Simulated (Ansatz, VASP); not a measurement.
## Sn2TeS: VASP beside Ansatz

Aim: how closely do two programs agree when they are given the same cell, functional and k mesh? The cell is invented: As first built, before any earlier steps moved the atoms (in the runner's words): it takes the SnS structure with some of its atoms replaced by other elements, volume scaled by an estimate. It may not be a known or stable phase. The cell is taken from a series of VASP runs on this material, whose earlier steps may have relaxed, scaled or displaced it; both programs get it as it stands.

Program: Ansatz 0.2.0. Level of theory: plane waves, with VASP 6.6.1 beside it; relaxation of cell and atoms at PBEsol with D3(BJ). Results are calculated unless marked as measured.

## 1. Starting point

Symmetry: P4/mmm, No. 123, tetragonal system. The conventional cell has a = 4.230 Å, b = 4.230 Å, c = 5.912 Å, α = 90.00°, β = 90.00°, γ = 90.00°. Te has 6 Sn at 2.96 to 2.99 Å nearest. Nearest to Sn lie 2 Te at 2.96 Å and 4 S at 2.99 Å. Nearest to Sn lie 2 S at 2.96 Å and 4 Te at 2.99 Å. S has 6 Sn at 2.96 to 2.99 Å nearest. As first built, before any earlier steps moved the atoms (in the runner's words): sites of the SnS structure (space group 225) filled with other elements, volume scaled by an estimate. Farther neighbours and most contacts between anions are not listed.

## 2. VASP: relaxation of cell and atoms, PBEsol with D3(BJ)

The relaxed volume is the usual yardstick between codes: its relative difference is about their pressure difference at one cell divided by the bulk modulus.

Lines of VASP's logs that name or quote its potential files are left out, and so is its time.

INCAR

```
SYSTEM = Sn2TeS
PREC = Accurate
ENCUT = 400
EDIFF = 1E-06
NELM = 100
ISMEAR = 0
SIGMA = 0.05
LREAL = .FALSE.
ALGO = Normal
GGA = PS
IVDW = 12
NBANDS = 26
LORBIT = 11
LWAVE = .FALSE.
LCHARG = .FALSE.
KPAR = 2
IBRION = 2
NSW = 60
ISIF = 3
EDIFFG = -0.01
```

POSCAR

```
Sn2TeS
1.0
    4.2300749366      0.0000000000      0.0000000000
    0.0000000000      4.2300749366      0.0000000000
    0.0000000000      0.0000000000      5.9124893853
Te Sn S
1 2 1
Direct
    0.5000000000      0.5000000000      0.5000000000
    0.5000000000      0.5000000000      0.0000000000
    0.0000000000      0.0000000000      0.5000000000
    0.0000000000      0.0000000000      0.0000000000
```

KPOINTS

```
Automatic mesh
0
Gamma
5 5 4
0 0 0
```

The projector-augmented-wave data sets are Te, Sn_d and S (PBE family, release 64).

Run with:

```
$ mpirun -np 2 vasp_std
```

Numbers of over 12 decimals in the logs are rounded to 6 here.

What it wrote:

```text
[banner, memory and clock lines left out]
running    2 mpi-ranks, on    1 nodes
 distrk:  each k-point on    1 cores,    2 groups
 distr:  one band on    1 cores,    1 groups

 POSCAR found type information on POSCAR TeSnS
 POSCAR found :  3 types and       4 ions
|                                                                             |
|               ----> ADVICE to this user running VASP <----                  |
|                                                                             |
|     You enforced a specific xc type in the INCAR file but a different       |
|     [... a line on the potential file left out ...]
|     I HOPE YOU KNOW WHAT YOU ARE DOING!                                     |
|                                                                             |

 LDA part: xc-table for (Slater+PW92), standard interpolation
 POSCAR, INCAR and KPOINTS ok, starting setup
 FFT: planning ... GRIDC
 FFT: planning ... GRID_SOFT
 FFT: planning ... GRID
 WAVECAR not read
 entering main loop
       N       E                     dE             d eps       ncg     rms          rms(c)
DAV:   1     0.316056219057E+03    0.31606E+03   -0.16835E+04   946   0.166E+03
DAV:   2     0.222158843755E+02   -0.29384E+03   -0.28829E+03   962   0.425E+02
DAV:   3    -0.159919674995E+02   -0.38208E+02   -0.37503E+02  1166   0.145E+02
DAV:   4    -0.177045264636E+02   -0.17126E+01   -0.17059E+01  1102   0.319E+01
DAV:   5    -0.177547840124E+02   -0.50258E-01   -0.50241E-01  1364   0.562E+00    0.894E+00
DAV:   6    -0.174148416519E+02    0.33994E+00   -0.10134E+00  1244   0.621E+00    0.554E+00
DAV:   7    -0.174168969927E+02   -0.20553E-02   -0.21616E-01  1052   0.230E+00    0.202E+00
DAV:   8    -0.174143451300E+02    0.25519E-02   -0.20188E-02  1142   0.902E-01    0.252E-01
DAV:   9    -0.174142017831E+02    0.14335E-03   -0.30261E-03  1178   0.292E-01    0.137E-01
DAV:  10    -0.174142763588E+02   -0.74576E-04   -0.49305E-04  1116   0.120E-01    0.755E-02
DAV:  11    -0.174142915738E+02   -0.15215E-04   -0.86540E-05  1096   0.498E-02    0.251E-02
DAV:  12    -0.174142909290E+02    0.64478E-06   -0.20301E-05  1002   0.282E-02    0.116E-02
DAV:  13    -0.174142909668E+02   -0.37749E-07   -0.25104E-06   794   0.117E-02
   1 F= -.18874037E+02 E0= -.18873941E+02  d E =-.188740E+02
[...]
2 F= -.18879275E+02 E0= -.18878496E+02  d E =-.523811E-02
[...]
3 F= -.18879583E+02 E0= -.18879003E+02  d E =-.554655E-02
[...]
4 F= -.18879582E+02 E0= -.18878986E+02  d E =-.554472E-02
[...]
5 F= -.18879591E+02 E0= -.18878951E+02  d E =-.971949E-05
 trial-energy change:   -0.000010  1 .order   -0.000002   -0.000057    0.000053
 step:   0.5947(harm=  0.4994)  dis= 0.00000  next Energy=   -18.879601 (dE=-0.195E-04)
 bond charge predicted
       N       E                     dE             d eps       ncg     rms          rms(c)
DAV:   1    -0.174290495083E+02   -0.81527E-03   -0.20189E-03  1148   0.551E-01    0.561E-02
DAV:   2    -0.174289826858E+02    0.66823E-04   -0.14367E-04  1128   0.149E-01    0.233E-02
DAV:   3    -0.174289652860E+02    0.17400E-04   -0.46814E-05  1156   0.808E-02    0.605E-03
DAV:   4    -0.174289634513E+02    0.18347E-05   -0.24957E-06   668   0.110E-02    0.333E-03
DAV:   5    -0.174289628612E+02    0.59013E-06   -0.42921E-07   472   0.520E-03
   6 F= -.18879597E+02 E0= -.18878974E+02  d E =-.152517E-04
 curvature:  -0.25 expect dE=-0.216E-05 dE for cont linesearch -0.218E-06
 trial: gam=-0.09176 g(F)=  0.308E-65 g(S)=  0.880E-05 ort = 0.736E-05 (trialstep = 0.890E+00)
 search vector abs. value=  0.796E-05
 reached required accuracy - stopping structural energy minimisation
```

From OUTCAR (step 2):

```text
ion  position               nearest neighbor table
   1  0.500  0.500  0.500-   2 2.96   2 2.96   3 2.99   3 2.99   3 2.99   3 2.99
   2  0.500  0.500  0.000-   1 2.96   1 2.96   4 2.99   4 2.99   4 2.99   4 2.99
   3  0.000  0.000  0.500-   4 2.96   4 2.96   1 2.99   1 2.99   1 2.99   1 2.99
   4  0.000  0.000  0.000-   3 2.96   3 2.96   2 2.99   2 2.99   2 2.99   2 2.99

  LATTYP: Found a simple tetragonal cell.
 ALAT       =     4.2300749366
 C/A-ratio  =     1.3977268663

 Subroutine GETGRP returns: Found 16 space group operations
 (whereof 16 operations were pure point group operations)

The static configuration has the point symmetry D_4h.

 Found     18 irreducible k-points:

   k-points           NKPTS =     18   k-points in BZ     NKDIM =     18   number of bands    NBANDS=     26

   dimension x,y,z NGX =    28 NGY =   28 NGZ =   40
   dimension x,y,z NGXF=    56 NGYF=   56 NGZF=   80

   ENCUT  =  400.0 eV  29.40 Ry    5.42 a.u.   6.90  6.90  9.64*2*pi/ulx,y,z

   NELECT =      40.0000    total number of electrons

 k-points in reciprocal lattice and weights: Automatic mesh
   0.00000000  0.00000000  0.00000000       0.010
   0.20000000  0.00000000  0.00000000       0.040
   0.40000000  0.00000000  0.00000000       0.040
   0.20000000  0.20000000  0.00000000       0.040
   0.40000000  0.20000000  0.00000000       0.080
   0.40000000  0.40000000  0.00000000       0.040
   0.00000000  0.00000000  0.25000000       0.020
   0.20000000  0.00000000  0.25000000       0.080
   0.40000000  0.00000000  0.25000000       0.080
[...]
0.40000000  0.20000000  0.50000000       0.080
   0.40000000  0.40000000  0.50000000       0.040

 Edisp (eV)   -1.45136

 average (electrostatic) potential at core
       1 -87.4454       2 -99.9947       3 -99.8575       4 -84.6680

 E-fermi :   7.1405

 k-point     1 :       0.0000    0.0000    0.0000
  band No.  band energies     occupation
    ...
     16       3.1590      2.00000
     17       3.1590      2.00000
     18       4.7470      2.00000
     19       4.7483      2.00000
     20       4.7483      2.00000
     21       9.4540      0.00000
     22      10.9739      0.00000
     23      11.1327      0.00000
     24      11.1327      0.00000
     25      12.4363      0.00000
    ...

 k-point     2 :       0.2000    0.0000    0.0000
  band No.  band energies     occupation
    ...
     16       3.4946      2.00000
     17       4.1075      2.00000
     18       4.3591      2.00000
     19       4.9758      2.00000
     20       5.9159      2.00000
     21       9.5379      0.00000
     22       9.7103      0.00000
     23      10.3659      0.00000
     24      10.5786      0.00000
     25      11.1924      0.00000
    ...

 k-point     3 :       0.4000    0.0000    0.0000
  band No.  band energies     occupation
    ...
     16       3.3747      2.00000
     17       4.3591      2.00000
     18       5.2340      2.00000
     19       5.4725      2.00000
     20       7.0440      1.99368
     21       7.9009      0.00000
     22       8.2920      0.00000
     23       9.3277      0.00000
     24       9.3417      0.00000
     25      10.3183      0.00000
    ...

 Edisp (eV)   -1.45063

  Total      -0.00306    -0.00306    -0.02667     0.00000     0.00000    -0.00000
  in kB      -0.04603    -0.04603    -0.40140     0.00000     0.00000    -0.00000
  external pressure =       -0.16 kB  Pullay stress =        0.00 kB

  energy-cutoff  :      400.00
  volume of cell :      106.44
      direct lattice vectors                 reciprocal lattice vectors
     4.221174913  0.000000000  0.000000000     0.236900868  0.000000000  0.000000000
     0.000000000  4.221174913  0.000000000     0.000000000  0.236900868 -0.000000000
     0.000000000  0.000000000  5.973676788    -0.000000000 -0.000000000  0.167401089

 POSITION                                       TOTAL-FORCE (eV/Angst)
 -----------------------------------------------------------------------------------
      2.11059      2.11059      2.98684         0.000000     -0.000000      0.000000
      2.11059      2.11059      0.00000         0.000000      0.000000      0.000000
      0.00000      0.00000      2.98684         0.000000     -0.000000      0.000000
      0.00000      0.00000      0.00000         0.000000      0.000000      0.000000
 -----------------------------------------------------------------------------------
    total drift:                                0.000000      0.000000      0.000000

  FREE ENERGIE OF THE ION-ELECTRON SYSTEM (eV)
  ---------------------------------------------------
  free  energy   TOTEN  =       -18.8795968091 eV

  energy  without entropy=      -18.8783502927  energy(sigma->0) =      -18.87897355

 reached required accuracy - stopping structural energy minimisation

 total charge
# of ion       s       p       d       tot
------------------------------------------
    1        1.390   2.006   0.051   3.448
    2        1.371   0.696   9.995  12.061
    3        1.362   0.795  10.007  12.164
    4        1.360   2.244   0.000   3.604
--------------------------------------------------
tot          5.483   5.741  20.053  31.277

[... 3 further parts left out ...]
```

CONTCAR:

```
Sn2TeS
   1.00000000000000
     4.2211749133391265    0.0000000000000000    0.0000000000000000
     0.0000000000000000    4.2211749133391265    0.0000000000000000
     0.0000000000000000    0.0000000000000000    5.9736767881268307
  Te              Sn              S
     1     2     1
Direct
     0.5000000000000000    0.5000000000000000    0.5000000000000000
     0.5000000000000000    0.5000000000000000    0.0000000000000000
     0.0000000000000000    0.0000000000000000    0.5000000000000000
     0.0000000000000000    0.0000000000000000    0.0000000000000000
```

The gap is under twice the smearing width, so the edge states are partly filled and the run can't tell a small gap from a semimetal. The run keeps the 16 symmetry operations of its start, so it cannot find a distortion of lower symmetry.

[end of part 1 of 2]

[Lines on the potential files, build, host, timing and source positions are cut from VASP's logs without a mark.]

[Logs are printed without paths, hosts, clocks, repeated set-up lines and the standing remarks that a program may print on its own settings, such as how far it seeks lower states.]

[Hosts, paths, dates, database ids (printed as entryN), source tags and the programs' standing remarks are cut or masked in the printed files.]
